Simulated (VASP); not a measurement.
Data:

```
BaS
1.0
    0.00000     3.25809     3.25809
    3.25809     0.00000     3.25809
    3.25809     3.25809     0.00000
Ba S
1 1
Cartesian
  0.00000   0.00000   0.00000
  3.25809   3.25809   3.25809
```

Computed with revPBE GGA, VASP's PBE PAW potentials (set 64) (plane waves; VASP). Numerical set-up: 520 eV cut-off, Gaussian smearing of 0.050 eV, potentials Ba_sv S.

Unless said otherwise, spin-orbit coupling is left out, though it shifts the bands of the heavy elements here.

Task: Give the energies of bands 6 to 11 at the high-symmetry points, in eV from the valence-band maximum.

Result: 
```json
[
 {"band": "6", "Γ": "0.00", "X": "-0.57", "U": "-0.88", "L": "-1.77", "W": "-1.01"},
 {"band": "7", "Γ": "0.00", "X": "-0.16", "U": "-0.56", "L": "-0.97", "W": "-0.50"},
 {"band": "8", "Γ": "0.00", "X": "-0.16", "U": "-0.56", "L": "-0.97", "W": "-0.50"},
 {"band": "9", "Γ": "3.49", "X": "2.31", "U": "3.40", "L": "5.42", "W": "4.32"},
 {"band": "10", "Γ": "3.93", "X": "5.76", "U": "5.86", "L": "5.64", "W": "4.32"},
 {"band": "11", "Γ": "3.93", "X": "5.78", "U": "6.30", "L": "6.13", "W": "6.03"}
]
```

The gap is indirect, 2.31 eV, from the valence maximum at Γ to the conduction minimum at X.

The compound is BaS in the rock salt structure. It was relaxed first, which changed the volume by +6 %.
